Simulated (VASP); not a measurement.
# Pressure and energy of CaAs2Pd2 (I4/mmm) under even scaling of the cell, with rev-vdW-DF2

The usual rule of thumb treats a crystal near equilibrium as a spring: pressure falls in proportion to the volume change, and energy rises as its square. How far does this hold for CaAs2Pd2 when the cell is scaled by up to about 6% either way? The answer matters wherever a bulk modulus is taken from a few calculated volumes, or the response of a compound to pressure is estimated from one elastic constant. The pressure comes from the stress tensor and is positive for a compressed cell. The energy is counted per atom from the lowest point of the series, and the volume change from the minimum of the Birch-Murnaghan fit. All values are for a static lattice with fixed cell shape and fixed fractional positions.

## Calculations

A cell from the Materials Project database, relaxed at this level and then scaled evenly, fractional positions kept. VASP 6.6.1, plane waves with PAW, rev-vdW-DF2, cutoff 400 eV, k mesh 7×7×7, no spin polarisation, no spin-orbit coupling, static lattice. A Birch-Murnaghan fit to the energies has its minimum at 19.10 Å³ per atom.

Notes on method and selection:

- The pressure is that of a finite plane-wave basis, so it need not vanish exactly at the minimum of the energy.
- Only series whose fit has its minimum inside the range and an error under 0.5 meV per atom are shown.
- Where rows or columns differ in functional or spin-orbit coupling, non-spherical gradient terms in the PAW spheres (LASPH) may be on in some and off in others.
- Runs that did not converge, have known faults or may not be shown are not listed, and runs on Ansatz's PAW sets soft_1 and soft_2 are kept to separate tables.

Columns:

- volume change (%): volume relative to the fitted equilibrium volume.
- pressure (GPa): pressure from the stress tensor (positive: compressed).
- energy (meV/atom): energy per atom above the lowest point of the series.

Input lines of one member:

```
PREC = Accurate
ENCUT = 400
EDIFF = 1E-06
NELM = 100
ISMEAR = 1
SIGMA = 0.2
LREAL = .FALSE.
ALGO = Normal
GGA = MK
AGGAC = 0
LUSE_VDW = .TRUE.
PARAM1 = 0.1234
PARAM2 = 0.711357
ZAB_VDW = -1.8867
LASPH = .TRUE.
```

Command (options for logging and memory left out): `mpirun -np 4 vasp_std`

## The series

| member | volume change (%) | pressure (GPa) | energy (meV/atom) |
| --- | --- | --- | --- |
| 17.92 Å³ | −6.18 | 7.19 | 25.6 |
| 18.30 Å³ | −4.18 | 4.53 | 11.3 |
| 18.68 Å³ | −2.19 | 2.15 | 3.0 |
| 19.06 Å³ | −0.19 | 0.02 | 0.0 |
| 19.45 Å³ | 1.81 | ? | ? |
| 19.83 Å³ | 3.80 | −3.59 | 8.1 |
| 20.21 Å³ | 5.80 | −5.09 | 18.1 |

Cells marked ? are withheld until the estimate has been made.

Least-squares fits to the members shown, with x = volume change (%); R² and errors in the fitted variable (y, or ln y where the fit is in ln y):

| y | members | fit | R² | rms residual | leave-one-out rms | the same for the mean of the others |
| --- | --- | --- | --- | --- | --- | --- |
| pressure (GPa) | 6 | y = −0.18726 − 1.0114 x + 0.029084 x² | 1.00 | 0.017 | 0.047 | 5.2 |
| energy (meV/atom) | 6 | y = −0.2842 − 0.3161 x + 0.6153 x² | 1.00 | 0.47 | 1.3 | 10 |

## What drives the series

Pressure falls from each shown member to the next larger one, but not at a constant rate. Between the two smallest cells the slope is (4.53 − 7.19) / (−4.18 + 6.18) = −1.33 GPa per %; between the two largest it is (−5.09 + 3.59) / (5.80 − 3.80) = −0.75 GPa per %. The linear rule therefore serves only close to equilibrium, where the quadratic fit has a slope of −1.0114 GPa per %, a bulk modulus of about 100 GPa.

The energy shows the same asymmetry. A parabola through the value at 5.80% would give 18.1 × (6.18 / 5.80)² = 20.5 meV per atom at −6.18%, whereas the table has 25.6. The general reason is that the repulsion between overlapping electron shells grows faster on shortening the bonds than the attraction does, so a compressed crystal stiffens and an expanded one softens.

Pressure and energy are linked by P = −dE/dV, which allows a check. From 17.92 to 19.06 Å³ the energy drops by 25.6 meV per atom, so with 1 eV/Å³ ≈ 160 GPa the mean pressure is 25.6 / 1000 × 160 / (19.06 − 17.92) = 3.6 GPa. The trapezium rule on the tabulated pressures, with three nearly equal steps in volume, gives (7.19 / 2 + 4.53 + 2.15 + 0.02 / 2) / 3 = 3.4 GPa. The stress is thus lower by about 0.2 GPa, in line with the fitted pressure of −0.19 GPa at the energy minimum. This is the sign expected of a finite plane-wave basis at fixed cutoff.

The bulk modulus belongs to a constrained crystal. The As atoms feel forces along c away from equilibrium, and under compression the stress along c is smaller than that in the plane. Letting positions and cell shape relax at each volume could only lower the energy, so the relaxed crystal would be as stiff or softer at this level.

## Blind estimate

Plain estimates from the members shown:

- 19.45 Å³, fit at x = 1.81: −1.92 GPa
- 19.45 Å³, straight-line interpolation between 19.06 Å³ and 19.83 Å³: w = (1.81 − (−0.19)) / (3.80 − (−0.19)) = 0.501, so 0.02 + 0.501 × (−3.59 − 0.02) = −1.79 GPa

The missing cell lies almost midway between two shown members, so interpolation is safe, but the straight line ignores the curvature. Since the pressure curve bends upwards, its chord lies above it, and the estimate of −1.79 GPa must be lowered.

The size of the shift follows from the slopes around the gap: −1.065 GPa per % from −2.19 to −0.19%, −0.905 across the gap, and −0.750 from 3.80 to 5.80%. The quadratic coefficient is (−0.905 + 1.065) / (3.80 + 2.19) = 0.0267 on one side and (−0.750 + 0.905) / (5.80 + 0.19) = 0.0259 on the other, with a mean of (0.0267 + 0.0259) / 2 = 0.0263 GPa per %². A parabola through the two neighbours departs from their chord by this coefficient times the distances to both, with a minus sign. The shift is −0.0263 × 2.00 × 1.99 = −0.105 GPa, which gives 0.02 + 0.501 × (−3.59 − 0.02) − 0.105 = −1.894 GPa.

The same route can be tried on the member at −2.19% with its own value left out. The chord between its neighbours has a slope of (0.02 − 4.53) / (4.18 − 0.19) = −1.130 GPa per % and gives 4.53 + (0.02 − 4.53) × (4.18 − 2.19) / (4.18 − 0.19) = 2.281 GPa. The coefficients are (−1.130 + 1.330) / 5.99 = 0.0334 and (−0.905 + 1.130) / 7.98 = 0.0282, with a mean of (0.0334 + 0.0282) / 2 = 0.0308 GPa per %². The result is 2.281 − 0.0308 × 1.99 × 2.00 = 2.16 GPa, against the tabulated 2.15. The quadratic fit to all members shown gives −1.92 GPa, but it runs 0.01 to 0.02 GPa below both neighbours of the gap, so the local route is preferred. No further shift is made for the finite basis, because the neighbouring pressures already contain its effect. The error bar of 0.02 GPa reflects the miss of 0.01 GPa in the trial and the rms residual of 0.017 GPa about the smooth fit.

**Committed estimate, 19.45 Å³: pressure = −1.89 ± 0.02 GPa.**

## The answer

| member | volume change (%) | pressure (GPa) | energy (meV/atom) |
| --- | --- | --- | --- |
| 19.45 Å³ | 1.81 | −1.89 | 1.9 |

| member | estimate | pressure (GPa) | computed | estimate − computed | miss in error bars |
| --- | --- | --- | --- | --- | --- |
| 19.45 Å³ | committed | −1.89 | −1.89 | 0.00 | 0.0 |
| 19.45 Å³ | fit | −1.92 | −1.89 | −0.03 |  |
| 19.45 Å³ | interpolation | −1.79 | −1.89 | +0.10 |  |

The estimate of −1.89 GPa agrees with the computed pressure to the printed digits, well inside the error bar of 0.02 GPa. The quadratic fit to the six other members came out 0.03 GPa too low, and the straight line between the neighbours 0.10 GPa too high.

The argument from curvature held: the shift of −0.105 GPa from the chord is almost exactly what the straight line lacked. Taking the curvature from the members next to the gap also served better than one quadratic for the whole range.

The result fits a crystal that softens steadily as it expands. The slope is (−1.89 − 0.02) / (1.81 + 0.19) = −0.96 GPa per % just before the new member and (−3.59 + 1.89) / (3.80 − 1.81) = −0.85 GPa per % just after it. This supports the smooth weakening of the restoring force, but says nothing about which bonds contribute most to it.

## Exceptions

Least-squares fits to the whole series, with x = volume change (%); R² and errors in the fitted variable (y, or ln y where the fit is in ln y):

| y | members | fit | R² | rms residual | leave-one-out rms | the same for the mean of the others |
| --- | --- | --- | --- | --- | --- | --- |
| pressure (GPa) | 7 | y = −0.1779 − 1.011 x + 0.02879 x² | 1.00 | 0.019 | 0.049 | 4.8 |
| energy (meV/atom) | 7 | y = −0.07048 − 0.3054 x + 0.6087 x² | 1.00 | 0.49 | 1.3 | 10 |

Largest departures from the fit to the whole series:

| member | pressure (GPa) | fit | computed − fit | in rms residuals |
| --- | --- | --- | --- | --- |
| 18.68 Å³ | 2.15 | 2.17 | −0.02 | 1.3 |
| 19.45 Å³ | −1.89 | −1.91 | +0.02 | 1.2 |
| 18.30 Å³ | 4.53 | 4.55 | −0.02 | 1.1 |
| 17.92 Å³ | 7.19 | 7.17 | +0.02 | 1.1 |

No member stands out: the largest departure from the quadratic fit is 0.02 GPa, or 1.3 rms residuals, in a series that spans more than 12 GPa. The signs follow a smooth pattern, positive at the smallest cell, negative at the next two, positive at the three after that and negative at the largest, as expected when a quadratic is fitted to a curve whose bending weakens on expansion.

## Conclusions and limits

From −6.18 to 5.80%, pressure falls steadily with volume and ever more slowly. The slope across equilibrium, (−1.89 − 2.15) / (1.81 + 2.19) = −1.01 GPa per %, gives a bulk modulus of 100 × 1.01 = 101 GPa for fixed cell shape and fractional positions. Used as a linear rule, it gives 1.01 × 6.18 = 6.2 GPa at the smallest cell, where the table has 7.19, and −1.01 × 5.80 = −5.9 GPa at the largest, where the table has −5.09. The rule thus understates the pressure needed to compress the cell and overstates the tension needed to expand it.

A further volume between the members can be estimated to a few hundredths of a GPa if the curvature is included; the quadratic fit has a leave-one-out error of 0.049 GPa.

The values leave out thermal and zero-point motion. If thermal expansion came to 1% in volume, for instance, it would correspond to a shift of about 1 GPa at a given volume, towards positive pressure.

[Logs are printed without paths, hosts, clocks, repeated set-up lines and the standing remarks that a program may print on its own settings, such as how far it seeks lower states.]
